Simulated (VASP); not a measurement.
An input for Quantum ESPRESSO's pw.x (written as the equivalent of a VASP run, and not itself run):

```
&CONTROL
  calculation = 'vc-relax'
  pseudo_dir = './pseudo'
  outdir = './out'
  tprnfor = .true.
  tstress = .true.
  nstep = 40
  forc_conv_thr = 0.00078
/
&SYSTEM
  ibrav = 0
  nat = 2
  ntyp = 2
  ecutwfc = 86
  occupations = 'smearing'
  smearing = 'gaussian'
  degauss = 0.003675
  input_dft = 'pbesol'
/
&ELECTRONS
  conv_thr = 7.3e-08
  electron_maxstep = 100
/
&IONS
/
&CELL
/
ATOMIC_SPECIES
  Ca 40.078 Ca.upf
  Se 78.971 Se.upf
CELL_PARAMETERS angstrom
     0.0000000    2.9377318    2.9377318
     2.9377318    0.0000000    2.9377318
     2.9377318    2.9377318    0.0000000
ATOMIC_POSITIONS crystal
  Ca   0.0000000  0.0000000  0.0000000
  Se   0.5000000  0.5000000  0.5000000
K_POINTS automatic
  8 8 8 0 0 0
```

Question: Translate this input to VASP (INCAR, KPOINTS, POSCAR, choice of POTCAR).

Answer: One answer among several that fit: 
### INCAR
```
! general
SYSTEM  = CaSe
PREC    = Accurate
ENCUT   = 500
LREAL   = .FALSE.
LASPH   = .TRUE.

! electronic loop
EDIFF   = 1E-6
NELM    = 100
ALGO    = Normal
LMAXMIX = 4

! smearing
ISMEAR  = 0
SIGMA   = 0.05

! functional
GGA     = PS

! ions
IBRION  = 2
NSW     = 40
ISIF    = 3
EDIFFG  = -0.02

! output
LWAVE   = .FALSE.
LCHARG  = .FALSE.
```

File POSCAR:
```
CaSe
1
    0.0000000000     2.9377318022     2.9377318022
    2.9377318022     0.0000000000     2.9377318022
    2.9377318022     2.9377318022     0.0000000000
Ca Se
1 1
Direct
  0.0000000000   0.0000000000   0.0000000000
  0.5000000000   0.5000000000   0.5000000000
```

File KPOINTS:
```
K-points
0
Gamma
8 8 8
```

POTCAR, in this order: Ca_sv Se (PBE.64 set). Program: vasp_std.

The two are equivalent in intent, not identical: the potentials are each code's own (VASP's PAW set, PseudoDojo norm-conserving files in pw.x), so ENCUT and ecutwfc are chosen apart and not converted; conv_thr bounds pw.x's estimated SCF error, while EDIFF bounds the energy change between steps; forc_conv_thr acts on force components and is met together with etot_conv_thr.

The compound is CaSe in the rock salt structure. It was relaxed first.
